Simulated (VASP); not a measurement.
Here is the system:

```
CELL_PARAMETERS angstrom
     -2.99930     2.82960     1.55230
      2.99930    -2.82960     1.55230
      2.99930     2.82960    -1.55230
ATOMIC_POSITIONS crystal
  Sn 0.25000 0.75000 0.50000
  Sn 0.00000 0.00929 0.00929
```

All values below come from PBE GGA, VASP's PBE PAW potentials (set 64) (plane waves; VASP). Run with ADDGRID = .TRUE., 400 eV cut-off, 12×12×12 Γ-centred mesh, first-order Methfessel-Paxton smearing of 0.10 eV, potentials Sn_d.

Unless said otherwise, spin-orbit coupling is left out, though it shifts the bands of the heavy elements here.

### Question
Predict the energy per atom (σ→0), pressure, largest force, band gap (on the k-mesh) with the smallest direct gap where there is one.

### Answer

The band gap (on the k-mesh) comes out as none (metal, semimetal or under 0.01 eV) and the energy per atom (σ→0) comes out as -3.761 eV/atom. The pressure comes out as 4.51 GPa. The largest force is 0.00417 Ha/bohr.

The compound is Sn in the beta structure. The cell was not relaxed at this level. The run is one of a series of settings (ADDGRID = .TRUE. against the base run), some of them coarse on purpose.
